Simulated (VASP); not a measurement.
Crystal: TiB2.

```
Ti B
1.0
     2.98437    0.00000    0.00000
    -1.49219    2.58454    0.00000
     0.00000    0.00000    3.32612
Ti B
1 2
Direct
  0.00000 0.00000 0.00000
  0.33333 0.66667 0.50000
  0.66667 0.33333 0.50000
```

The cell was built by a generator and needn't be a form met in nature.

| Quantity | Value |
| --- | --- |
| Program | VASP 6.6.1 |
| Task | relaxation of cell and atoms |
| Functional | PBE |
| Potentials or basis | VASP PAW PBE potentials, release 64 (Ti_sv, B) |
| Cutoff | 600 eV |
| k mesh | 15 × 15 × 11 |
| Occupations | methfessel-paxton, width 0.1 eV |
| Spin | no spin polarisation |

At the start: pressure 2.3 GPa; volume 8.55 Å³/atom.

Task: How do energy, volume and symmetry change on relaxing?

Result: Over 5 steps the energy falls by 16.1 meV/atom and the volume is 8.56 Å³/atom (+0.1 %); space group P6/mmm (No. 191, to 0.05 Å).

The path:
| step | energy change (eV) | largest force (eV/Å) | pressure (GPa) | volume (Å³) |
| --- | --- | --- | --- | --- |
| 1 | 0.0000 | 0.0000 | 2.29 | 25.66 |
| 2 | -0.0429 | 0.0000 | -3.94 | 26.09 |
| 3 | -0.0447 | 0.0000 | -3.00 | 26.02 |
| 4 | -0.0470 | 0.0000 | 1.91 | 25.48 |
| 5 | -0.0484 | 0.0000 | -0.03 | 25.68 |

Final structure:
```xyz
3
Lattice="3.0327 0.0000 0.0000 -1.5164 2.6264 0.0000 0.0000 0.0000 3.2246" Properties=species:S:1:pos:R:3 pbc="T T T"
Ti   -1.5164    2.6264    0.0000
B     0.0000    1.7509    1.6123
B     1.5164    0.8755    1.6123
```
